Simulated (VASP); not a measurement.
Here is the system:

```xyz
3
Lattice="0.0000 2.7662 2.7662 2.7662 0.0000 2.7662 2.7662 2.7662 0.0000" Properties=species:S:1:pos:R:3 pbc="T T T"
Al     1.3831     1.3831     1.3831
Al     4.1494     4.1494     4.1494
Pt     0.0000     0.0000     0.0000
```

Level of theory: PBE GGA, VASP's PBE PAW potentials (set 64) (plane waves; VASP). Numerical set-up: 500 eV cut-off, 10×10×10 Γ-centred mesh, first-order Methfessel-Paxton smearing of 0.10 eV, potentials Al Pt.

Unless said otherwise, spin-orbit coupling is left out, though it shifts the bands of the heavy elements here.

Problem. What does the run give for the energy per atom (σ→0), pressure, band gap (on the k-mesh) with the smallest direct gap where there is one?

Solution. 
```json
{
  "band gap (on the k-mesh)": "none (metal, semimetal or under 0.01 eV)",
  "energy per atom (σ→0)": "-5.027 eV/atom",
  "pressure": "44.88 GPa"
}
```

The compound is PtAl2 in the fluorite structure. It was relaxed first under an external pressure of 45 GPa.
